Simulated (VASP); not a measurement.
Here is a VASP 6.6.1 calculation.

File INCAR:

```
PREC = Accurate
ENCUT = 520
EDIFF = 1E-6
ISMEAR = 0
SIGMA = 0.15
LREAL = F
LASPH = T
NELM = 100
ALGO = Fast
ISIF = 2
LWAVE = F
LCHARG = T
LELF = T
LVHAR = T
NBANDS = 18
```

File KPOINTS:

```
regular mesh
0
Gamma
  16 16 16
```

The input POSCAR:

```
GaIr
1.0
    3.0040000000      0.0000000000      0.0000000000
    0.0000000000      3.0040000000      0.0000000000
    0.0000000000      0.0000000000      3.0040000000
Ga Ir
1 1
Direct
    0.0000000000      0.0000000000      0.0000000000
    0.5000000000      0.5000000000      0.5000000000
```

Potentials or basis: VASP PAW LDA potentials, release 64 (Ga_d, Ir).

Launch:

```sh
$ cat potpaw_LDA.64/Ga_d/POTCAR potpaw_LDA.64/Ir/POTCAR > POTCAR
$ mpirun -np 1 vasp_std > vasp.out
```

(1) Estimate the pressure.

(2) What does it give for the band gap on the k mesh?

Answers

(1) -0.1 GPa.

(2) none (metal or under the smearing width).
